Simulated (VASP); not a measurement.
Output of a VASP run:

OUTCAR:
```
 ion  position               nearest neighbor table
   1  0.000  0.000  0.000-   3 2.82   4 2.82   5 2.82   3 2.82   4 2.82   4 2.82   5 2.82   4 2.82
                             3 2.82   5 2.82   3 2.82   5 2.82   2 3.46   2 3.46   2 3.46   2 3.46
   2  0.500  0.500  0.500-   3 2.00   4 2.00   5 2.00   5 2.00   3 2.00   4 2.00   1 3.46   1 3.46
                             1 3.46   1 3.46   1 3.46   1 3.46   1 3.46   1 3.46
   3  0.500  0.000  0.500-   2 2.00   2 2.00   1 2.82   1 2.82   1 2.82   1 2.82
   4  0.000  0.500  0.500-   2 2.00   2 2.00   1 2.82   1 2.82   1 2.82   1 2.82
   5  0.500  0.500  0.000-   2 2.00   2 2.00   1 2.82   1 2.82   1 2.82   1 2.82
  LATTYP: Found a simple cubic cell.
 ALAT       =     3.9900000000
 Subroutine PRICEL returns:
 Original cell was already a primitive cell.
 Subroutine GETGRP returns: Found 48 space group operations
The static configuration has the point symmetry O_h .
The dynamic configuration has the point symmetry O_h .
 Subroutine INISYM returns: Found 48 space group operations
 Subroutine IBZKPT returns following result:
 Found     20 irreducible k-points:

 Following reciprocal coordinates:
            Coordinates               Weight
  0.000000  0.000000  0.000000      1.000000
  0.166667  0.000000  0.000000      6.000000
  0.333333  0.000000  0.000000      6.000000
  0.500000  0.000000  0.000000      3.000000
  0.166667  0.166667  0.000000     12.000000
  0.333333  0.166667  0.000000     24.000000
  0.500000  0.166667  0.000000     12.000000
  0.333333  0.333333  0.000000     12.000000
  0.500000  0.333333  0.000000     12.000000
  0.500000  0.500000  0.000000      3.000000
  0.166667  0.166667  0.166667      8.000000
  0.333333  0.166667  0.166667     24.000000
  0.500000  0.166667  0.166667     12.000000
  0.333333  0.333333  0.166667     24.000000
  0.500000  0.333333  0.166667     24.000000
  0.500000  0.500000  0.166667      6.000000
  0.333333  0.333333  0.333333      8.000000
  0.500000  0.333333  0.333333     12.000000
  0.500000  0.500000  0.333333      6.000000
  0.500000  0.500000  0.500000      1.000000
   k-points           NKPTS =     20   k-points in BZ     NKDIM =     20   number of bands    NBANDS=     23
   number of dos      NEDOS =    301   number of ions     NIONS =      5
   total plane-waves  NPLWV =  32768
   dimension x,y,z NGX =    32 NGY =   32 NGZ =   32
   dimension x,y,z NGXF=    64 NGYF=   64 NGZF=   64
   ions per type =               1   1   3
   PREC   = accura    normal or accurate (medium, high low for compatibility)
   ISTART =      0    job   : 0-new  1-cont  2-samecut
   ICHARG =      2    charge: 1-file 2-atom 10-const
   ISPIN  =      1    spin polarized calculation?
   LNONCOLLINEAR =      F non collinear calculations
   LSORBIT =      F    spin-orbit coupling
   INIWAV =      1    electr: 0-lowe 1-rand  2-diag
   ENCUT  =  620.0 eV  45.57 Ry    6.75 a.u.   8.10  8.10  8.10*2*pi/ulx,y,z
   NELM   =    100;   NELMIN=  2; NELMDL= -5     # of ELM steps
   EDIFF  = 0.1E-05   stopping-criterion for ELM
   LREAL  =      F    real-space projection
   NLSPLINE    = F    spline interpolate recip. space projectors
   LMAXMIX     =    6 max onsite mixed and CHGCAR
   VOSKOWN=      0    Vosko Wilk Nusair interpolation
   EDIFFG = -.2E-01   stopping-criterion for IOM
   NSW    =     40    number of steps for IOM
   NBLOCK =      1;   KBLOCK =     40    inner block; outer block
   IBRION =      2    ionic relax: 0-MD 1-quasi-New 2-CG
   NFREE  =      1    steps in history (QN), initial steepest desc. (CG)
   ISIF   =      3    stress and relaxation
   ISYM   =      2    0-nonsym 1-usesym 2-fastsym
   TEIN   =    0.0    initial temperature
   TEBEG  =    0.0;   TEEND  =   0.0 temperature during run
   SMASS  =  -3.00    Nose mass-parameter (am)
   PSTRESS=    0.0 pullay stress
   NELECT =      38.0000    total number of electrons
   EFERMI =   0.00;   METHOD = LEGACY
   ISMEAR =     0;   SIGMA  =   0.05  broadening in eV -4-tet -1-fermi 0-gaus
   IALGO  =     38    algorithm
   LDIAG  =      T    sub-space diagonalisation (order eigenvalues)
   IMIX   =      4    mixing-type and parameters
     AMIX     =   0.40;   BMIX     =  1.00
     AMIX_MAG =   1.60;   BMIX_MAG =  1.00
...
```

### OSZICAR
```
       N       E                     dE             d eps       ncg     rms          rms(c)
DAV:   1     0.357402967065E+03    0.35740E+03   -0.24113E+04   920   0.194E+03
DAV:   2    -0.304415162300E+02   -0.38784E+03   -0.38042E+03  1117   0.477E+02
DAV:   3    -0.502849215899E+02   -0.19843E+02   -0.19798E+02  1179   0.105E+02
DAV:   4    -0.507399774565E+02   -0.45506E+00   -0.45478E+00  1577   0.141E+01
DAV:   5    -0.507424077072E+02   -0.24303E-02   -0.24300E-02  1172   0.105E+00    0.357E+01
DAV:   6    -0.431872318265E+02    0.75552E+01   -0.39102E+01  1110   0.443E+01    0.146E+01
DAV:   7    -0.430021620500E+02    0.18507E+00   -0.21862E+00  1213   0.101E+01    0.920E+00
DAV:   8    -0.429370199212E+02    0.65142E-01   -0.35059E-01  1206   0.512E+00    0.122E+00
DAV:   9    -0.429302989867E+02    0.67209E-02   -0.24706E-02  1217   0.119E+00    0.218E-01
DAV:  10    -0.429295453411E+02    0.75365E-03   -0.76123E-03  1297   0.656E-01    0.519E-02
DAV:  11    -0.429295575867E+02   -0.12246E-04   -0.42392E-04  1236   0.169E-01    0.303E-02
DAV:  12    -0.429295772718E+02   -0.19685E-04   -0.33951E-05  1395   0.442E-02    0.915E-03
DAV:  13    -0.429295766845E+02    0.58728E-06   -0.57078E-06  1036   0.164E-02
   1 F= -.42929577E+02 E0= -.42929577E+02  d E =-.429296E+02
```

**OUTCAR**
```
------------------------ aborting loop because EDIFF is reached ----------------------------------------
  FORCE on cell =-STRESS in cart. coord.  units (eV):
  Direction    XX          YY          ZZ          XY          YZ          ZX
  --------------------------------------------------------------------------------------
  Total       -0.0696362     -0.0696362     -0.0696362     -0.0000000      0.0000000     -0.0000000
  in kB       -1.7564150     -1.7564150     -1.7564150     -0.0000000      0.0000000     -0.0000000
  external PRESSURE =      -1.7564150 kB  Pullay stress =       0.0000000 kB
  volume of cell :       63.52
      direct lattice vectors                 reciprocal lattice vectors
     3.990000000  0.000000000  0.000000000     0.250626566  0.000000000  0.000000000
     0.000000000  3.990000000  0.000000000     0.000000000  0.250626566  0.000000000
     0.000000000  0.000000000  3.990000000     0.000000000  0.000000000  0.250626566
 POSITION                                       TOTAL-FORCE (eV/Angst)
 -----------------------------------------------------------------------------------
      0.00000      0.00000      0.00000         0.000000      0.000000      0.000000
      1.99500      1.99500      1.99500         0.000000      0.000000      0.000000
      1.99500      0.00000      1.99500         0.000000      0.000000      0.000000
      0.00000      1.99500      1.99500         0.000000      0.000000      0.000000
      1.99500      1.99500      0.00000         0.000000      0.000000      0.000000
 -----------------------------------------------------------------------------------
    total drift:                                0.000000     -0.000000     -0.000000
  FREE ENERGIE OF THE ION-ELECTRON SYSTEM (eV)
  ---------------------------------------------------
  free  energy   TOTEN  =       -42.9295766845 eV

  energy  without entropy=      -42.9295766845  energy(sigma->0) =      -42.92957668

 reached required accuracy - stopping structural energy minimisation
```
(Selected blocks of OUTCAR.)

**POSCAR**
```
KTaO3
1
    3.9900000000     0.0000000000     0.0000000000
    0.0000000000     3.9900000000     0.0000000000
    0.0000000000     0.0000000000     3.9900000000
K Ta O
1 1 3
Direct
  0.0000000000   0.0000000000   0.0000000000
  0.5000000000   0.5000000000   0.5000000000
  0.5000000000   0.0000000000   0.5000000000
  0.0000000000   0.5000000000   0.5000000000
  0.5000000000   0.5000000000   0.0000000000
```

Question: Write an INCAR and KPOINTS that could have produced this output.

Answer: This is not unique; one that fits is the input of the run itself, PBEsol GGA, plane waves, VASP's PBE PAW potentials (set 64).

### INCAR
```
ISIF = 3   # ions, shape and volume
LMAXMIX = 6   # l cut-off of mixed one-centre charges
PREC = Accurate
ENCUT = 620   # plane-wave cut-off (eV)
LASPH = .TRUE.
GGA = PS   # PBEsol
EDIFFG = -0.02
NELM = 100
SIGMA = 0.05
LWAVE = .FALSE.
EDIFF = 1E-6   # SCF stop (eV)
IBRION = 2   # conjugate gradients
NSW = 40   # most ionic steps
LREAL = .FALSE.
SYSTEM = KTaO3
ALGO = Normal   # blocked Davidson
LCHARG = .FALSE.
ISMEAR = 0   # Gaussian
```

KPOINTS:
```
kpoints
0
gamma
  6 6 6
0 0 0
```

POTCAR, in this order: K_sv Ta_pv O (PBE.64 set). Program: vasp_std.

The compound is KTaO3 in the cubic perovskite structure. The cell was not relaxed at this level.
